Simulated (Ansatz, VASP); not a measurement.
# Cross-check of H12C14O3 (amorphous polyfuran at 300 K) between VASP and Ansatz

Aim: how closely do two programs agree when they are given the same cell, functional and k mesh? Of the first pair: The structure shown is the start of the Ansatz relaxation below; VASP solves that cell, so the two are compared at the walk's first step.

Program: Ansatz 0.2.0. Level of theory: plane waves, with VASP 6.6.1 beside it; single point at PBE with D3(BJ). Results are calculated unless marked as measured.

### 1. Set-up

The cell holds 87 atoms: 42 C, 9 O and 36 H. Its edges and angles: a = 9.728 Å, b = 9.728 Å, c = 9.728 Å, α = 90.0°, β = 90.0°, γ = 90.0°. As first built, before any earlier steps moved the atoms (in the runner's words): 3 polyfuran chains of 3 units placed at random, at 1.24 g/cm^3; overlaps pushed apart, then 20 ps at 800 K with MMFF94 bonds, angles, torsions, charges and radii (Halgren, J. Comput. Chem. 17, 490 (1996)) in harmonic and 12-6 forms; charges of ions scaled by 0.8. Snapshot after 30 ps at 300 K and fixed volume.

### 2. Ansatz: relaxation, PBE with D3(BJ)

Ansatz runs on its default PAW (the set named soft_2) files.

The two programs are compared at the cell with which this relaxation starts, whose forces are those of its first step.

input.yaml reads:

```yaml
crystal:
  lattice:
    - [9.72828, 0.0, 0.0]
    - [0.0, 9.72828, 0.0]
    - [0.0, 0.0, 9.72828]
  atoms:
    - { symbol: C, position: [0.76029, 0.50591, 0.78325] }
    - { symbol: C, position: [0.63046, 0.54981, 0.72076] }
    - { symbol: C, position: [0.49128, 0.53237, 0.74242] }
    - { symbol: C, position: [0.42152, 0.6251, 0.6625] }
    - { symbol: C, position: [0.51797, 0.68427, 0.57872] }
    - { symbol: O, position: [0.64592, 0.64461, 0.61941] }
    - { symbol: C, position: [0.4923, 0.77578, 0.46724] }
    - { symbol: C, position: [0.39706, 0.88082, 0.45783] }
    - { symbol: C, position: [0.44179, 0.95359, 0.34096] }
    - { symbol: C, position: [0.54654, 0.88805, 0.27842] }
    - { symbol: O, position: [0.57528, 0.7714, 0.35544] }
    - { symbol: C, position: [0.61085, 0.92287, 0.15073] }
    - { symbol: C, position: [0.58869, 0.04479, 0.08371] }
    - { symbol: C, position: [0.68718, 0.04577, 0.97636] }
    - { symbol: C, position: [0.75467, 0.92151, 0.98551] }
    - { symbol: O, position: [0.70028, 0.83777, 0.08069] }
    - { symbol: C, position: [0.86703, 0.85896, 0.90542] }
    - { symbol: H, position: [0.75962, 0.54098, 0.89113] }
    - { symbol: H, position: [0.78114, 0.39552, 0.78682] }
    - { symbol: H, position: [0.84936, 0.5546, 0.73932] }
    - { symbol: H, position: [0.45557, 0.46877, 0.82839] }
    - { symbol: H, position: [0.31582, 0.64595, 0.67459] }
    - { symbol: H, position: [0.31518, 0.89605, 0.52576] }
    - { symbol: H, position: [0.39672, 0.04936, 0.30085] }
    - { symbol: H, position: [0.52069, 0.1295, 0.10566] }
    - { symbol: H, position: [0.71329, 0.12722, 0.90682] }
    - { symbol: H, position: [0.90738, 0.77418, 0.96748] }
    - { symbol: H, position: [0.82725, 0.81432, 0.81322] }
    - { symbol: H, position: [0.94334, 0.93349, 0.88064] }
    - { symbol: C, position: [0.97602, 0.70413, 0.5407] }
    - { symbol: C, position: [0.06525, 0.58845, 0.50019] }
    - { symbol: C, position: [0.11999, 0.55021, 0.37601] }
    - { symbol: C, position: [0.19743, 0.44054, 0.41221] }
    - { symbol: C, position: [0.17708, 0.40163, 0.54312] }
    - { symbol: O, position: [0.0915, 0.49891, 0.60389] }
    - { symbol: C, position: [0.25414, 0.29884, 0.61721] }
    - { symbol: C, position: [0.3782, 0.2397, 0.58156] }
    - { symbol: C, position: [0.40272, 0.12942, 0.67746] }
    - { symbol: C, position: [0.28638, 0.12645, 0.76667] }
    - { symbol: O, position: [0.20408, 0.22976, 0.73333] }
    - { symbol: C, position: [0.25581, 0.03616, 0.87817] }
    - { symbol: C, position: [0.33321, 0.92634, 0.91532] }
    - { symbol: C, position: [0.27479, 0.87763, 0.04193] }
    - { symbol: C, position: [0.16349, 0.95994, 0.07307] }
    - { symbol: O, position: [0.14469, 0.05029, 0.96881] }
    - { symbol: C, position: [0.06911, 0.97428, 0.19136] }
    - { symbol: H, position: [0.01551, 0.79789, 0.49339] }
    - { symbol: H, position: [0.86991, 0.67837, 0.5065] }
    - { symbol: H, position: [0.98099, 0.71483, 0.6522] }
    - { symbol: H, position: [0.09867, 0.59046, 0.2785] }
    - { symbol: H, position: [0.2618, 0.3789, 0.35209] }
    - { symbol: H, position: [0.43467, 0.28485, 0.50239] }
    - { symbol: H, position: [0.49301, 0.06944, 0.67917] }
    - { symbol: H, position: [0.42574, 0.88953, 0.86718] }
    - { symbol: H, position: [0.31845, 0.80474, 0.10754] }
    - { symbol: H, position: [0.09388, 0.8863, 0.25572] }
    - { symbol: H, position: [0.10204, 0.06756, 0.25016] }
    - { symbol: H, position: [0.96101, 0.98739, 0.16331] }
    - { symbol: C, position: [0.94915, 0.30077, 0.07277] }
    - { symbol: C, position: [0.06325, 0.3899, 0.04118] }
    - { symbol: C, position: [0.08215, 0.50589, 0.96632] }
    - { symbol: C, position: [0.22211, 0.54306, 0.98794] }
    - { symbol: C, position: [0.28227, 0.4516, 0.07254] }
    - { symbol: O, position: [0.18466, 0.35396, 0.0998] }
    - { symbol: C, position: [0.4207, 0.45399, 0.12616] }
    - { symbol: C, position: [0.5223, 0.55195, 0.10665] }
    - { symbol: C, position: [0.63668, 0.51523, 0.19845] }
    - { symbol: C, position: [0.6012, 0.39153, 0.25716] }
    - { symbol: O, position: [0.47077, 0.3524, 0.21716] }
    - { symbol: C, position: [0.69205, 0.31996, 0.34649] }
    - { symbol: C, position: [0.79552, 0.37381, 0.4345] }
    - { symbol: C, position: [0.84286, 0.2691, 0.51573] }
    - { symbol: C, position: [0.78622, 0.14935, 0.46689] }
    - { symbol: O, position: [0.69605, 0.18202, 0.36586] }
    - { symbol: C, position: [0.79946, 0.00302, 0.4969] }
    - { symbol: H, position: [0.95049, 0.25407, 0.16988] }
    - { symbol: H, position: [0.85338, 0.35561, 0.05621] }
    - { symbol: H, position: [0.96255, 0.22634, 0.99728] }
    - { symbol: H, position: [0.01465, 0.55705, 0.89793] }
    - { symbol: H, position: [0.27154, 0.626, 0.93469] }
    - { symbol: H, position: [0.51402, 0.64558, 0.04744] }
    - { symbol: H, position: [0.7234, 0.57641, 0.22798] }
    - { symbol: H, position: [0.82467, 0.48138, 0.45801] }
    - { symbol: H, position: [0.93357, 0.27452, 0.57896] }
    - { symbol: H, position: [0.89136, 0.98332, 0.56524] }
    - { symbol: H, position: [0.70338, 0.96165, 0.55198] }
    - { symbol: H, position: [0.80922, 0.94887, 0.4018] }
kpoints:
  mp_grid: { grid: [1, 1, 1] }
hamiltonian:
  xc: pbe
  dispersion: d3bj
scf:
  occupations: { method: fixed }
output:
  forces: true
relax:
  f_tol: 0.05
  max_steps: 150
  cell: {}
```

The run is started by

```bash
> ansatz run input.yaml --threads 4 --pin off --max-ram 8192MiB --backend cpu --events-out ev --progress --plain --runs-dir out
```

Numbers of over 12 decimals in the logs are rounded to 6 here.

Log:

```text
Engine: ansatz 0.2.0, x86_64-unknown-linux-gnu
Pseudopotentials: kind: paw
Pseudopotential: C, paw, valence charge 4, recommended cutoff 420 eV (normal), C.paw.azcp
Pseudopotential: O, paw, valence charge 6, recommended cutoff 420 eV (normal), O.paw.azcp
Pseudopotential: H, paw, valence charge 1, recommended cutoff 420 eV (normal), H.paw.azcp
Functional definition: PBE
  parameter kappa = 0.804
  parameter beta = 0.066725
  exchange = pbe_x(kappa = kappa, mu = beta*pi^2/3)
  correlation = pbe_c(beta = beta)
Crystal: 87 atoms, lattice volume = 920.679 Å³
Basis set: ecut = 420 eV, 17941 PW (Γ), exchange–correlation on 144×144×144 points (8 copies of the dense FFT grid, shifted against one another)
Bands: 216, of which v1, the nominal top of the filled ones, is band 129 counted from 1 (128 counted from 0)
Symmetry: 1 space group operations
Space group: P1 (ITA 1), of the structure as read, at distance tolerance 9.7e-5 Å
k-points: 1
Non-local potential: C, projectors of the file, l = 0: 2, l = 1: 2, l = 2: 1
Non-local potential: O, projectors of the file, l = 0: 2, l = 1: 2, l = 2: 1
Non-local potential: H, projectors of the file, l = 0: 2, l = 1: 1
PAW form: soft (Blöchl's): semilocal exchange-correlation on the pseudo side does not see the compensation charge
PAW one-centre angular grid: C, 110 points (default); XC on 64 Gauss nodes
PAW one-centre angular grid: O, 110 points (default); XC on 64 Gauss nodes
PAW one-centre angular grid: H, 110 points (default); XC on 64 Gauss nodes
Initial density: superposition of atomic densities (neutral atoms: chi_scale 0, normalization atom), corrected by the library's trained network
Initial wavefunctions: pseudopotential atomic-orbital guess
Functional: x = pbe(κ = 0.804, μ = 0.219515), c = pbe(β = 0.066725)
SCF iter   1: F=—  HF=-16210.410470 eV  |F-HF|=—  |Δ(HF+E_count)|=         —  Δρ=1.09e-2  dr2=9.96e-1  ethr=1.77e-3  ⟨swp⟩=5.0  Hψ=698  notcnv=0  defer=84
preconditioner: auto → Resta (q_TF=auto, 2.207 Å⁻¹)  ε∞=2.6  [insulator: Δε(μ)=2.271 eV  Ē_g=15.022 eV  n_scr=170 (ndim 8)  ℏωp=19.0 eV  f_vac=0.204  ε∞_Penn≈2.6]
SCF iter   2: F=—  HF=-16210.208264 eV  |F-HF|=—  |Δ(HF+E_count)|=   2.02e-1  Δρ=4.71e-3  dr2=1.50e-1  ethr=3.86e-4  ⟨swp⟩=2.0  Hψ=323  notcnv=0  defer=84
SCF iter   3: F=—  HF=-16210.198391 eV  |F-HF|=—  |Δ(HF+E_count)|=   9.87e-3  Δρ=2.04e-3  dr2=3.53e-2  ethr=5.83e-5  ⟨swp⟩=2.0  Hψ=267  notcnv=0  defer=33
automatic band count: iteration 3 solves 164 bands in place of 216: the levels show a gap, and the empty bands left out lie too high to hold charge; the band table lists the bands solved (type scf.n_extra_bands for more)
SCF iter   4: F=—  HF=-16210.204817 eV  |F-HF|=—  |Δ(HF+E_count)|=   6.43e-3  Δρ=5.56e-4  dr2=3.92e-3  ethr=1.37e-5  ⟨swp⟩=2.0  Hψ=225  notcnv=0  defer=33
SCF iter   5: F=—  HF=-16210.206427 eV  |F-HF|=—  |Δ(HF+E_count)|=   1.61e-3  Δρ=2.20e-4  dr2=7.11e-4  ethr=1.52e-6  ⟨swp⟩=2.0  Hψ=251  notcnv=0  defer=33
SCF iter   6: F=—  HF=-16210.206463 eV  |F-HF|=—  |Δ(HF+E_count)|=   3.56e-5  Δρ=8.10e-5  dr2=6.63e-5  ethr=2.76e-7  ⟨swp⟩=2.0  Hψ=265  notcnv=0  defer=32
SCF iter   7: F=—  HF=-16210.207494 eV  |F-HF|=—  |Δ(HF+E_count)|=   1.03e-3  Δρ=3.98e-5  dr2=1.55e-5  ethr=2.57e-8  ⟨swp⟩=2.0  Hψ=293  notcnv=0  defer=30
SCF iter   8: F=—  HF=-16210.207492 eV  |F-HF|=—  |Δ(HF+E_count)|=   2.58e-6  Δρ=1.13e-5  dr2=1.13e-6  ethr=6.01e-9  ⟨swp⟩=2.0  Hψ=265  notcnv=0  defer=30
SCF iter   9: F=—  HF=-16210.207492 eV  |F-HF|=—  |Δ(HF+E_count)|=   9.77e-8  Δρ=4.49e-6  dr2=1.86e-7  ethr=4.36e-10  ⟨swp⟩=2.0  Hψ=263  notcnv=0  defer=30
SCF iter  10: F=-16210.207492 eV  HF=-16210.207492 eV  |F-HF|=5.54e-9  |Δ(HF+E_count)|=   5.35e-8  Δρ=1.81e-6  dr2=3.29e-8  ethr=3.88e-11  ⟨swp⟩=4.0  Hψ=525  notcnv=0
SCF 1 converged in 10 iterations: F = -16210.207492 eV  dr2 = 3.29e-8
  greatest PAW one-centre occupation: 0.869 electrons in one spin orbital (limit 2), on the O atom at site 15 (counted from 0), in its partial waves of l = 0
relax step   1: F+E_penalty+E_count = -16210.20749201 eV  Δ(F+E_penalty+E_count) = +0.000e0 eV  max|allowed force component| = 2.851e0 eV/Å  Δτ_max = 0.0000 Å  P = +2.969 GPa  Ω = 920.679 Å³  (10 SCF iters, dr2 threshold 1.00e-7 eV, accepted)
Crystal: 87 atoms, lattice volume = 938.891 Å³
Basis set: ecut = 420 eV, 18351 PW (Γ), exchange–correlation on 144×144×144 points (8 copies of the dense FFT grid, shifted against one another)
Initial density: handed on by an earlier stage of this run
Initial wavefunctions: those handed on with the density
iter 1 solved again at ethr=6.29e-4 eV; its pass at ethr=3.10e-3 eV (dr2=1.62e0 eV) is discarded
SCF iter   1: F=—  HF=-16213.143697 eV  |F-HF|=—  |Δ(HF+E_count)|=         —  Δρ=1.79e-2  dr2=1.65e0  ethr=6.29e-4  ⟨swp⟩=1.0  Hψ=553  notcnv=0  defer=32
[...]
atom  69  O      0.00104547     0.00373014    -0.00063407
  atom  70  C      0.00690761    -0.00044072    -0.00163983
  atom  71  C     -0.00559290     0.00604299    -0.00921414
  atom  72  C      0.00224044    -0.00846581     0.00270760
  atom  73  C     -0.00207300    -0.00166615     0.00356992
  atom  74  O      0.00232672    -0.00139796     0.00066549
  atom  75  C      0.00506467    -0.00142085    -0.01117249
  atom  76  H      0.00127846     0.00180911    -0.00315544
  atom  77  H      0.00013632    -0.00237547     0.00494710
  atom  78  H     -0.00132434     0.00476633    -0.00265054
  atom  79  H     -0.00195085     0.00207388     0.00281045
  atom  80  H     -0.00044951     0.00199559    -0.00020245
  atom  81  H     -0.00043735    -0.00081053     0.00295582
  atom  82  H      0.00221790     0.00030375    -0.00104758
  atom  83  H      0.00358663    -0.00058994     0.00472063
  atom  84  H      0.00696830    -0.00303473     0.00241951
  atom  85  H      0.00299542    -0.00117955     0.00495842
  atom  86  H     -0.00329363    -0.00215250     0.00828324
  atom  87  H     -0.00103213     0.00706434    -0.00066942
  max |Σ_I F_I| component: 1.81e-5 eV/Å
--- Stress (GPa, compression-positive) ---
       -0.021262       0.003467       0.002076
        0.003467       0.025989       0.018305
        0.002076       0.018305       0.014439
  P = ⅓ Tr σ = 0.0064 GPa (0.064 kbar)
--- Relaxed structure (61 steps of the walk, 54 accepted, 10 SCFs on fresh bases) ---
  F+E_penalty+E_count = -16214.15395200 eV   max|allowed force component| = 1.375e-2 eV/Å   (the final SCF, on the basis selected at the relaxed cell)
  cell:  # Å, volume = 929.3160 Å³
    - [9.172527, 0.423764, -0.722064]
    - [0.423764, 10.999764, 1.089115]
    - [-0.722064, 1.089115, 9.398677]
  atoms:
    - { symbol: C, position: [0.668772, 0.410672, 0.685053] }
    - { symbol: C, position: [0.568631, 0.526676, 0.663330] }
    - { symbol: C, position: [0.458471, 0.563127, 0.732893] }
    - { symbol: C, position: [0.404244, 0.688339, 0.661247] }
    - { symbol: C, position: [0.484622, 0.721731, 0.550520] }
    - { symbol: O, position: [0.585395, 0.623096, 0.550976] }
    - { symbol: C, position: [0.483145, 0.835202, 0.444947] }
    - { symbol: C, position: [0.412810, 0.953294, 0.428464] }
    - { symbol: C, position: [0.455698, 1.029327, 0.305281] }
    - { symbol: C, position: [0.550657, 0.954116, 0.252638] }
    - { symbol: O, position: [0.567976, 0.834834, 0.337448] }
    - { symbol: C, position: [0.632239, 0.976959, 0.134580] }
    - { symbol: C, position: [0.659424, 0.083741, 0.042768] }
    - { symbol: C, position: [0.748205, 0.044838, 0.945645] }
    - { symbol: C, position: [0.770380, 0.917445, 0.982923] }
    - { symbol: O, position: [0.699394, 0.874764, 0.098348] }
    - { symbol: C, position: [0.853599, 0.820643, 0.930686] }
    - { symbol: H, position: [0.785127, 0.424072, 0.718287] }
    - { symbol: H, position: [0.637403, 0.338818, 0.769867] }
    - { symbol: H, position: [0.662853, 0.376067, 0.584170] }
    - { symbol: H, position: [0.418797, 0.506365, 0.823789] }
    - { symbol: H, position: [0.315075, 0.746295, 0.685544] }
    - { symbol: H, position: [0.340103, 0.982006, 0.498156] }
    - { symbol: H, position: [0.421643, 0.127554, 0.260289] }
    - { symbol: H, position: [0.620973, 0.177977, 0.046482] }
    - { symbol: H, position: [0.792981, 0.103998, 0.859976] }
    - { symbol: H, position: [0.917979, 0.751047, 1.022903] }
    - { symbol: H, position: [0.779728, 0.771098, 0.866011] }
    - { symbol: H, position: [0.930902, 0.862716, 0.862960] }
    - { symbol: C, position: [0.947803, 0.676108, 0.551965] }
    - { symbol: C, position: [0.054897, 0.586564, 0.514305] }
    - { symbol: C, position: [0.123936, 0.589712, 0.395327] }
    - { symbol: C, position: [0.220802, 0.477733, 0.424156] }
    - { symbol: C, position: [0.204501, 0.411494, 0.559788] }
    - { symbol: O, position: [0.103180, 0.477234, 0.615908] }
    - { symbol: C, position: [0.270938, 0.290764, 0.639191] }
    - { symbol: C, position: [0.384277, 0.214748, 0.611397] }
    - { symbol: C, position: [0.397821, 0.101278, 0.716446] }
    - { symbol: C, position: [0.291813, 0.112711, 0.802820] }
    - { symbol: O, position: [0.214027, 0.229319, 0.757253] }
    - { symbol: C, position: [0.254534, 0.022893, 0.919938] }
[...]
- { symbol: O, position: [0.167519, 0.058642, 1.013047] }
[...]
- { symbol: H, position: [-0.086508, 0.754887, 0.458368] }
    - { symbol: H, position: [0.847829, 0.634897, 0.578472] }
    - { symbol: H, position: [0.996650, 0.711823, 0.646160] }
    - { symbol: H, position: [0.105677, 0.663834, 0.297705] }
    - { symbol: H, position: [0.291425, 0.447749, 0.353531] }
    - { symbol: H, position: [0.449790, 0.238208, 0.525581] }
    - { symbol: H, position: [0.478006, 0.020972, 0.730441] }
    - { symbol: H, position: [0.370356, 0.844536, 0.912744] }
    - { symbol: H, position: [0.256298, 0.761107, 0.162154] }
    - { symbol: H, position: [0.090044, 0.887330, 0.321559] }
    - { symbol: H, position: [0.106049, 0.049438, 0.283851] }
    - { symbol: H, position: [0.953377, 0.993072, 0.191558] }
[...]
- { symbol: O, position: [0.209116, 0.382140, 0.096489] }
[...]
- { symbol: C, position: [0.517052, 0.584971, 0.116924] }
    - { symbol: C, position: [0.655295, 0.533234, 0.202382] }
    - { symbol: C, position: [0.643952, 0.409060, 0.256498] }
    - { symbol: O, position: [0.504248, 0.381557, 0.207830] }
    - { symbol: C, position: [0.748045, 0.312284, 0.348641] }
    - { symbol: C, position: [0.896776, 0.308671, 0.399253] }
    - { symbol: C, position: [0.942297, 0.187618, 0.489158] }
    - { symbol: C, position: [0.820602, 0.123847, 0.488042] }
    - { symbol: O, position: [0.700258, 0.199431, 0.402488] }
    - { symbol: C, position: [0.797447, -0.00452587, 0.556068] }
[...]
- { symbol: H, position: [0.195140, 0.674758, 0.922433] }
    - { symbol: H, position: [0.487182, 0.681223, 0.060449] }
    - { symbol: H, position: [0.750946, 0.581769, 0.225116] }
    - { symbol: H, position: [0.964412, 0.383857, 0.374532] }
    - { symbol: H, position: [1.052395, 0.151298, 0.547434] }
    - { symbol: H, position: [0.901510, 0.947940, 0.622469] }
    - { symbol: H, position: [0.712819, 0.993481, 0.626616] }
    - { symbol: H, position: [0.762059, 0.942638, 0.473563] }
```

(Continued in part 2 of 3.)

[Lines on the potential files, build, host, timing and source positions are cut from VASP's logs without a mark.]

[Logs are printed without paths, hosts, clocks, repeated set-up lines and the standing remarks that a program may print on its own settings, such as how far it seeks lower states.]

[Hosts, paths, dates, database ids (printed as entryN), source tags and the programs' standing remarks are cut or masked in the printed files.]

[The MMFF94 radii named for the starting cell were scaled by 0.96; in molecules described by MMFF94, hydrogen bound to N, O or S took a small fixed 12-6 site in their place.]
